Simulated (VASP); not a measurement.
Output of a VASP run:

OUTCAR:
```
 ion  position               nearest neighbor table
   1  0.333  0.667  0.250-   2 2.96   2 2.96   2 2.96   2 2.96   2 2.96   2 2.96
   2  0.667  0.333  0.750-   1 2.96   1 2.96   1 2.96   1 2.96   1 2.96   1 2.96
  LATTYP: Found a hexagonal cell.
 ALAT       =     3.0082446472
 C/A-ratio  =     1.5920078891
 Subroutine PRICEL returns:
 Original cell was already a primitive cell.
 Subroutine GETGRP returns: Found 24 space group operations
The static configuration has the point symmetry D_3d.
 The point group associated with its full space group is D_6h.
The dynamic configuration has the point symmetry D_3d.
 Subroutine INISYM returns: Found 24 space group operations
 Subroutine IBZKPT returns following result:
 Found    120 irreducible k-points:

 Following reciprocal coordinates:
            Coordinates               Weight
  0.000000  0.000000  0.000000      1.000000
  0.071429  0.000000  0.000000      6.000000
  0.142857  0.000000  0.000000      6.000000
  0.214286  0.000000  0.000000      6.000000
  0.285714  0.000000  0.000000      6.000000
  0.357143  0.000000  0.000000      6.000000
  0.428571  0.000000  0.000000      6.000000
  0.500000  0.000000  0.000000      3.000000
  0.071429  0.071429  0.000000      6.000000
  0.142857  0.071429  0.000000     12.000000
  0.214286  0.071429  0.000000     12.000000
  0.285714  0.071429  0.000000     12.000000
  0.357143  0.071429  0.000000     12.000000
  0.428571  0.071429  0.000000     12.000000
  0.142857  0.142857  0.000000      6.000000
  0.214286  0.142857  0.000000     12.000000
  0.285714  0.142857  0.000000     12.000000
  0.357143  0.142857  0.000000     12.000000
  0.428571  0.142857  0.000000      6.000000
  0.214286  0.214286  0.000000      6.000000
  0.285714  0.214286  0.000000     12.000000
  0.357143  0.214286  0.000000     12.000000
  0.285714  0.285714  0.000000      6.000000
  0.357143  0.285714  0.000000      6.000000
  0.000000  0.000000  0.125000      2.000000
  0.071429  0.000000  0.125000     12.000000
  0.142857  0.000000  0.125000     12.000000
  0.214286  0.000000  0.125000     12.000000
  0.285714  0.000000  0.125000     12.000000
  0.357143  0.000000  0.125000     12.000000
  0.428571  0.000000  0.125000     12.000000
  0.500000  0.000000  0.125000      6.000000
  0.071429  0.071429  0.125000     12.000000
  0.142857  0.071429  0.125000     24.000000
  0.214286  0.071429  0.125000     24.000000
  0.285714  0.071429  0.125000     24.000000
  0.357143  0.071429  0.125000     24.000000
  0.428571  0.071429  0.125000     24.000000
  0.142857  0.142857  0.125000     12.000000
  0.214286  0.142857  0.125000     24.000000
   k-points           NKPTS =    120   k-points in BZ     NKDIM =    120   number of bands    NBANDS=     14
   number of dos      NEDOS =    301   number of ions     NIONS =      2
   total plane-waves  NPLWV =  20736
   dimension x,y,z NGX =    24 NGY =   24 NGZ =   36
   dimension x,y,z NGXF=    48 NGYF=   48 NGZF=   72
   ions per type =               2
   PREC   = accura    normal or accurate (medium, high low for compatibility)
   ISTART =      0    job   : 0-new  1-cont  2-samecut
   ICHARG =      2    charge: 1-file 2-atom 10-const
   ISPIN  =      1    spin polarized calculation?
   LNONCOLLINEAR =      F non collinear calculations
   LSORBIT =      F    spin-orbit coupling
   INIWAV =      1    electr: 0-lowe 1-rand  2-diag
   ENCUT  =  500.0 eV  36.75 Ry    6.06 a.u.   5.48  5.48  8.73*2*pi/ulx,y,z
   NELM   =    100;   NELMIN=  2; NELMDL= -5     # of ELM steps
   EDIFF  = 0.1E-05   stopping-criterion for ELM
   LREAL  =      F    real-space projection
   NLSPLINE    = F    spline interpolate recip. space projectors
   LMAXMIX     =    6 max onsite mixed and CHGCAR
   VOSKOWN=      0    Vosko Wilk Nusair interpolation
   EDIFFG = -.2E-01   stopping-criterion for IOM
   NSW    =     40    number of steps for IOM
...
```

File OSZICAR:
```
       N       E                     dE             d eps       ncg     rms          rms(c)
DAV:   1     0.478161989589E+02    0.47816E+02   -0.11698E+04  3368   0.136E+03
DAV:   2    -0.195240409633E+02   -0.67340E+02   -0.66011E+02  4218   0.271E+02
DAV:   3    -0.212890033531E+02   -0.17650E+01   -0.17037E+01  4452   0.298E+01
DAV:   4    -0.213019333351E+02   -0.12930E-01   -0.12897E-01  3804   0.315E+00
DAV:   5    -0.213020811853E+02   -0.14785E-03   -0.14785E-03  4400   0.276E-01    0.743E+01
DAV:   6    -0.208642933663E+02    0.43779E+00   -0.35021E-01  3498   0.473E+00    0.440E+01
DAV:   7    -0.206984464087E+02    0.16585E+00   -0.59262E-01  3534   0.594E+00    0.199E+00
DAV:   8    -0.206919343316E+02    0.65121E-02   -0.37665E-02  3690   0.156E+00    0.431E-01
DAV:   9    -0.206920252352E+02   -0.90904E-04   -0.85213E-04  4584   0.231E-01    0.199E-01
DAV:  10    -0.206920229624E+02    0.22728E-05   -0.45190E-05  3696   0.578E-02    0.326E-01
DAV:  11    -0.206920203092E+02    0.26533E-05   -0.77070E-06  4014   0.225E-02    0.341E-02
DAV:  12    -0.206920205958E+02   -0.28666E-06   -0.81444E-07  2400   0.787E-03
   1 F= -.16006750E+02 E0= -.16006412E+02  d E =-.160067E+02
```

OUTCAR:
```
------------------------ aborting loop because EDIFF is reached ----------------------------------------
  FORCE on cell =-STRESS in cart. coord.  units (eV):
  Direction    XX          YY          ZZ          XY          YZ          ZX
  --------------------------------------------------------------------------------------
  Total        4.6861430      4.6861428      4.6829171      0.0000000      0.0000000     -0.0000000
  in kB      200.0372180    200.0372092    199.8995139      0.0000000      0.0000000     -0.0000000
  external PRESSURE =      -0.0086863 kB  Pullay stress =     200.0000000 kB
  volume of cell :       37.53
      direct lattice vectors                 reciprocal lattice vectors
     1.504122348 -2.605216271  0.000000000     0.332419767 -0.191922646  0.000000000
     1.504122348  2.605216271  0.000000000     0.332419767  0.191922646  0.000000000
     0.000000000  0.000000000  4.789149211     0.000000000  0.000000000  0.208805355
 POSITION                                       TOTAL-FORCE (eV/Angst)
 -----------------------------------------------------------------------------------
      1.50412      0.86841      1.19729         0.000000      0.000000      0.000000
      1.50412     -0.86841      3.59186        -0.000000      0.000000      0.000000
 -----------------------------------------------------------------------------------
    total drift:                                0.000000      0.000156     -0.000015
  FREE ENERGIE OF THE ION-ELECTRON SYSTEM (eV)
  ---------------------------------------------------
  free  energy   TOTEN  =       -20.6920205958 eV

  energy  without entropy=      -20.6910073831  energy(sigma->0) =      -20.69168286
  enthalpy is  TOTEN    =       -16.0067495186 eV   P V=        4.6852710772

 reached required accuracy - stopping structural energy minimisation
```
(Selected blocks of OUTCAR.)

POSCAR:
```
Hf
1
    1.5041223484    -2.6052162710     0.0000000000
    1.5041223484     2.6052162710    -0.0000000000
    0.0000000000    -0.0000000000     4.7891492106
Hf
2
Direct
  0.3333330000   0.6666670000   0.2500000000
  0.6666670000   0.3333330000   0.7500000000
```

**Question.** Write an INCAR and KPOINTS that could have produced this output.

**Answer.** This is not unique; one that fits is the input of the run itself, PBEsol GGA, plane waves, VASP's PBE PAW potentials (set 64).

**INCAR**
```
# general
SYSTEM  = Hf
PREC    = Accurate
ENCUT   = 500   # plane-wave cut-off (eV)
LREAL   = F
LASPH   = T   # aspherical one-centre terms

# electronic loop
EDIFF   = 1E-6
NELM    = 100
ALGO    = Normal   # blocked Davidson
LMAXMIX = 6

# smearing
ISMEAR  = 1   # Methfessel-Paxton
SIGMA   = 0.1   # width (eV)

# functional
GGA     = PS

# ions
IBRION  = 2   # conjugate gradients
NSW     = 40
ISIF    = 3   # ions, shape and volume
EDIFFG  = -0.02   # ionic stop
PSTRESS = 200   # kbar

# output
LWAVE   = F
LCHARG  = F
```

KPOINTS:
```
Automatic mesh
0
Gamma
14 14 8
0 0 0
```

POTCAR, in this order: Hf_pv (PBE.64 set). Program: vasp_std.

The compound is Hf in the hcp structure. It was relaxed first under an external pressure of 20 GPa.
